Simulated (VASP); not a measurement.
Runs of VASP 6.6.1 on SiF. It takes space group Pm-3m (No. 221, cubic). The conventional cell has a = 3.029 Å, b = 3.029 Å, c = 3.029 Å, α = 90.00°, β = 90.00°, γ = 90.00°. Si (site symmetry m-3m) is surrounded by 8 F at 2.62 Å. F (site symmetry m-3m) is surrounded by 8 Si at 2.62 Å. The cell was built by a generator and needn't be a form met in nature.

```csv
screening parameter,gap on the mesh (eV),pressure (GPa)
0.4,none,-1.5
0.1,none,(b)
0.2,none,-1.9
0.6,none,-1.3
0.15,none,-2.1
0.3,none,(a)
```

Alike in all rows: task single point; level HSE(alpha, omega); potentials or basis VASP PAW PBE potentials, release 64 (Si, F); no spin polarisation; cell as given; k mesh 5 × 5 × 5; cutoff (eV) 520; smearing fermi-dirac 0.05 eV; the mesh is coarse, so values aren't converged.

Problem. Estimate the missing entries.

Solution. (a) -1.7; (b) -2.3.

Caveats: all runs use coarse meshes; the PAW data sets were made with another functional, which shifts forces and pressure a little; an odd number of electrons without spin polarisation forces a metal; a magnetic or distorted state may lie lower.

A gap of «none» marks a metal or a gap under the smearing width.
